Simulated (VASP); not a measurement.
```xyz
4
Lattice="2.3039 -3.9905 0.0000 2.3039 3.9905 0.0000 0.0000 0.0000 7.4976" Properties=species:S:1:pos:R:3 pbc="T T T"
Mg     2.3039    -1.3302     3.7476
Mg     2.3039     1.3302     7.4963
Te     2.3039    -1.3302     6.5691
Te     2.3039     1.3302     2.8203
```

Computed with PBE GGA, VASP's PBE PAW potentials (set 64) (plane waves; VASP). Settings: 480 eV cut-off, 6×6×4 Γ-centred mesh, Gaussian smearing of 0.050 eV, potentials Mg Te.

Unless said otherwise, spin-orbit coupling is left out, though it shifts the bands of the heavy elements here.

Task: Predict the energy per atom (σ→0), band gap (on the k-mesh) with the smallest direct gap where there is one.

Result: 
```yaml
band gap (on the k-mesh): 2.36 eV
smallest direct gap (on the k-mesh): 2.36 eV
energy per atom (σ→0): -3.203 eV/atom
```

The compound is MgTe in the wurtzite structure. It was relaxed first.
